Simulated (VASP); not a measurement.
Output of a VASP run:

OUTCAR:
```
 ion  position               nearest neighbor table
   1  0.333  0.667  0.250-   2 3.47   2 3.47   2 3.47   2 3.47   2 3.47   2 3.47
   2  0.667  0.333  0.750-   1 3.47   1 3.47   1 3.47   1 3.47   1 3.47   1 3.47
  LATTYP: Found a hexagonal cell.
 ALAT       =     3.5599996211
 C/A-ratio  =     1.5702248862
 Subroutine PRICEL returns:
 Original cell was already a primitive cell.
 Subroutine GETGRP returns: Found 24 space group operations
The static configuration has the point symmetry D_3d.
 The point group associated with its full space group is D_6h.
The dynamic configuration has the point symmetry D_3d.
 Subroutine INISYM returns: Found 24 space group operations
 Subroutine IBZKPT returns following result:
 Found     64 irreducible k-points:

 Following reciprocal coordinates:
            Coordinates               Weight
  0.000000  0.000000  0.000000      1.000000
  0.090909 -0.000000  0.000000      6.000000
  0.181818  0.000000  0.000000      6.000000
  0.272727 -0.000000  0.000000      6.000000
  0.363636 -0.000000  0.000000      6.000000
  0.454545 -0.000000  0.000000      6.000000
  0.090909  0.090909  0.000000      6.000000
  0.181818  0.090909  0.000000     12.000000
  0.272727  0.090909  0.000000     12.000000
  0.363636  0.090909  0.000000     12.000000
  0.454545  0.090909  0.000000      6.000000
  0.181818  0.181818  0.000000      6.000000
  0.272727  0.181818  0.000000     12.000000
  0.363636  0.181818  0.000000     12.000000
  0.272727  0.272727  0.000000      6.000000
  0.363636  0.272727  0.000000      6.000000
  0.000000  0.000000  0.166667      2.000000
  0.090909 -0.000000  0.166667     12.000000
  0.181818  0.000000  0.166667     12.000000
  0.272727 -0.000000  0.166667     12.000000
  0.363636 -0.000000  0.166667     12.000000
  0.454545 -0.000000  0.166667     12.000000
  0.090909  0.090909  0.166667     12.000000
  0.181818  0.090909  0.166667     24.000000
  0.272727  0.090909  0.166667     24.000000
  0.363636  0.090909  0.166667     24.000000
  0.454545  0.090909  0.166667     12.000000
  0.181818  0.181818  0.166667     12.000000
  0.272727  0.181818  0.166667     24.000000
  0.363636  0.181818  0.166667     24.000000
  0.272727  0.272727  0.166667     12.000000
  0.363636  0.272727  0.166667     12.000000
  0.000000  0.000000  0.333333      2.000000
  0.090909 -0.000000  0.333333     12.000000
  0.181818  0.000000  0.333333     12.000000
  0.272727 -0.000000  0.333333     12.000000
  0.363636 -0.000000  0.333333     12.000000
  0.454545 -0.000000  0.333333     12.000000
  0.090909  0.090909  0.333333     12.000000
  0.181818  0.090909  0.333333     24.000000
   k-points           NKPTS =     64   k-points in BZ     NKDIM =     64   number of bands    NBANDS=     13
   number of dos      NEDOS =    301   number of ions     NIONS =      2
   total plane-waves  NPLWV =  32928
   dimension x,y,z NGX =    28 NGY =   28 NGZ =   42
   dimension x,y,z NGXF=    56 NGYF=   56 NGZF=   84
   ions per type =               2
   PREC   = accura    normal or accurate (medium, high low for compatibility)
   ISTART =      0    job   : 0-new  1-cont  2-samecut
   ICHARG =      2    charge: 1-file 2-atom 10-const
   ISPIN  =      1    spin polarized calculation?
   LNONCOLLINEAR =      F non collinear calculations
   LSORBIT =      F    spin-orbit coupling
   INIWAV =      1    electr: 0-lowe 1-rand  2-diag
   ENCUT  =  520.0 eV  38.22 Ry    6.18 a.u.   6.62  6.62 10.39*2*pi/ulx,y,z
   NELM   =    100;   NELMIN=  2; NELMDL= -5     # of ELM steps
   EDIFF  = 0.1E-05   stopping-criterion for ELM
   LREAL  =      F    real-space projection
   NLSPLINE    = F    spline interpolate recip. space projectors
   LMAXMIX     =    6 max onsite mixed and CHGCAR
   VOSKOWN=      0    Vosko Wilk Nusair interpolation
   EDIFFG = -.1E-01   stopping-criterion for IOM
   NSW    =     60    number of steps for IOM
...
```

OSZICAR:
```
...
DAV:   2    -0.658082156382E+01   -0.51990E+02   -0.50854E+02  2799   0.530E+02
DAV:   3    -0.889577341818E+01   -0.23150E+01   -0.22188E+01  2940   0.556E+01
DAV:   4    -0.899074484530E+01   -0.94971E-01   -0.92775E-01  3011   0.101E+01
DAV:   5    -0.899496576567E+01   -0.42209E-02   -0.42388E-02  2886   0.180E+00    0.246E+01
DAV:   6    -0.898944411484E+01    0.55217E-02   -0.31553E-02  2790   0.340E+00    0.146E+01
DAV:   7    -0.899861865396E+01   -0.91745E-02   -0.54883E-02  2701   0.444E+00    0.373E-01
DAV:   8    -0.899840855234E+01    0.21010E-03   -0.36110E-03  2713   0.883E-01    0.947E-02
DAV:   9    -0.899841615105E+01   -0.75987E-05   -0.20609E-04  2875   0.194E-01    0.312E-02
DAV:  10    -0.899840995826E+01    0.61928E-05   -0.25929E-05  2824   0.636E-02    0.424E-02
DAV:  11    -0.899841077191E+01   -0.81365E-06   -0.13695E-06  1762   0.185E-02
   1 F= -.89984108E+01 E0= -.89993468E+01  d E =-.899841E+01
       N       E                     dE             d eps       ncg     rms          rms(c)
DAV:   1    -0.900579114675E+01   -0.73812E-02   -0.22485E-01  2488   0.602E+00    0.495E-01
DAV:   2    -0.900206407327E+01    0.37271E-02   -0.82682E-03  2725   0.143E+00    0.216E-01
DAV:   3    -0.900025531759E+01    0.18088E-02   -0.22630E-03  3011   0.736E-01    0.990E-02
DAV:   4    -0.900017093709E+01    0.84381E-04   -0.45963E-04  2936   0.282E-01    0.643E-02
DAV:   5    -0.900017019631E+01    0.74077E-06   -0.34919E-05  2790   0.729E-02    0.153E-02
DAV:   6    -0.900016990383E+01    0.29248E-06   -0.16825E-06  1345   0.210E-02
   2 F= -.90001699E+01 E0= -.90010951E+01  d E =-.175913E-02
       N       E                     dE             d eps       ncg     rms          rms(c)
DAV:   1    -0.900145386792E+01   -0.12837E-02   -0.47411E-02  2478   0.277E+00    0.230E-01
DAV:   2    -0.900067112765E+01    0.78274E-03   -0.17249E-03  2743   0.648E-01    0.983E-02
DAV:   3    -0.900029410195E+01    0.37703E-03   -0.47647E-04  3041   0.336E-01    0.439E-02
DAV:   4    -0.900027663801E+01    0.17464E-04   -0.93269E-05  2931   0.127E-01    0.286E-02
DAV:   5    -0.900027566019E+01    0.97782E-06   -0.69064E-06  2429   0.338E-02
   3 F= -.90002757E+01 E0= -.90011870E+01  d E =-.186489E-02
       N       E                     dE             d eps       ncg     rms          rms(c)
DAV:   1    -0.900034267074E+01   -0.66033E-04   -0.21502E-03  2493   0.590E-01    0.486E-02
DAV:   2    -0.900030890863E+01    0.33762E-04   -0.78216E-05  2687   0.139E-01    0.208E-02
DAV:   3    -0.900029153050E+01    0.17378E-04   -0.20729E-05  2977   0.706E-02    0.926E-03
DAV:   4    -0.900029059784E+01    0.93265E-06   -0.30287E-06  1500   0.271E-02
   4 F= -.90002906E+01 E0= -.90012047E+01  d E =-.187983E-02
       N       E                     dE             d eps       ncg     rms          rms(c)
DAV:   1    -0.900230882756E+01   -0.20173E-02   -0.55101E-02  2400   0.333E+00    0.275E-01
DAV:   2    -0.900119741647E+01    0.11114E-02   -0.34287E-03  2549   0.834E-01    0.127E-01
DAV:   3    -0.900057091009E+01    0.62651E-03   -0.88143E-04  2590   0.517E-01    0.504E-02
DAV:   4    -0.900053595823E+01    0.34952E-04   -0.16920E-04  2691   0.208E-01    0.340E-02
DAV:   5    -0.900054068939E+01   -0.47312E-05   -0.13877E-05  2802   0.542E-02    0.321E-03
DAV:   6    -0.900054010808E+01    0.58131E-06   -0.37002E-07  1117   0.139E-02
   5 F= -.90005401E+01 E0= -.90015064E+01  d E =-.249510E-03
```

OUTCAR:
```
------------------------ aborting loop because EDIFF is reached ----------------------------------------
  FORCE on cell =-STRESS in cart. coord.  units (eV):
  Direction    XX          YY          ZZ          XY          YZ          ZX
  --------------------------------------------------------------------------------------
  Total       -0.0126296     -0.0126296      0.0070799      0.0000000     -0.0000000      0.0000000
  in kB       -0.3287737     -0.3287736      0.1843045      0.0000000     -0.0000000      0.0000000
  external PRESSURE =      -0.1577476 kB  Pullay stress =       0.0000000 kB
  volume of cell :       61.55
      direct lattice vectors                 reciprocal lattice vectors
     1.791575597 -3.103099514  0.000000000     0.279083953 -0.161129219  0.000000000
     1.791575597  3.103099514 -0.000000000     0.279083953  0.161129219  0.000000000
    -0.000000000  0.000000000  5.535296789    -0.000000000  0.000000000  0.180658786
 POSITION                                       TOTAL-FORCE (eV/Angst)
 -----------------------------------------------------------------------------------
      1.79158      1.03437      1.38382         0.000000      0.000000      0.000000
      1.79158     -1.03437      4.15147        -0.000000     -0.000000      0.000000
 -----------------------------------------------------------------------------------
    total drift:                               -0.000002      0.000088     -0.000012
  FREE ENERGIE OF THE ION-ELECTRON SYSTEM (eV)
  ---------------------------------------------------
  free  energy   TOTEN  =        -9.0005401081 eV

  energy  without entropy=       -9.0034388397  energy(sigma->0) =       -9.00150635

 reached required accuracy - stopping structural energy minimisation
```
(Selected blocks of OUTCAR.)

### POSCAR
```
Er
1
    1.7800000000    -3.0830500000     0.0000000000
    1.7800000000     3.0830500000     0.0000000000
    0.0000000000     0.0000000000     5.5900000000
Er
2
Direct
  0.3333330000   0.6666670000   0.2500000000
  0.6666670000   0.3333330000   0.7500000000
```

Question: Reconstruct the remaining input files.

Answer: This is not unique; one that fits is the input of the run itself, PBE GGA, plane waves, VASP's PBE PAW potentials (set 64).

INCAR:
```
ALGO = Normal
EDIFF = 1E-6
EDIFFG = -0.01
ENCUT = 520
GGA = PE
IBRION = 2
ISIF = 3
ISMEAR = 1
LASPH = .True.
LCHARG = .False.
LMAXMIX = 6
LREAL = .False.
LWAVE = .False.
NELM = 100
NSW = 60
PREC = Accurate
SIGMA = 0.1
SYSTEM = Er
```

### KPOINTS
```
Automatic mesh
0
Gamma
11 11 6
0 0 0
```

POTCAR, in this order: Er_3 (PBE.64 set). Program: vasp_std.

The 4f electrons are frozen in the core of the lanthanide potential, so 4f levels, which can set the real gap, and their magnetism are missing.

The compound is Er in the hcp structure. This run relaxes it. Symmetry was kept, so distortions that lower it aren't found.
